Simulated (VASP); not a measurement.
Input:

```
CELL_PARAMETERS angstrom
      4.31368     0.00000     0.00000
     -2.15684     3.73576     0.00000
      0.00000     0.00000     7.60274
ATOMIC_POSITIONS crystal
  K  0.00000 0.00000 0.00000
  K  0.00000 0.00000 0.50000
  Cl 0.33333 0.66667 0.25000
  Cl 0.66667 0.33333 0.75000
```

Level of theory: PBEsol GGA, VASP's PBE PAW potentials (set 64) (plane waves; VASP). Run with 400 eV cut-off, 7×7×4 Γ-centred mesh, tetrahedra with Blöchl corrections, potentials K_sv Cl.

The cores are frozen, which limits the accuracy of field gradients.

Problem. Give the principal components of the electric field gradient (V/Å²) and the asymmetry η at each nucleus.

Solution. 
```
atom   Vxx   Vyy   Vzz     η
----  ----  ----  ----  ----
K1     0.6   0.6  -1.2  0.00
K2     0.6   0.6  -1.2  0.00
Cl3   -3.4  -3.4   6.8  0.00
Cl4   -3.4  -3.4   6.8  0.00
```

The structure was generated: KCl was put into the NiAs type type (P6_3/mmc), which need not be its known phase. It was relaxed first, which changed the volume by -11 %.
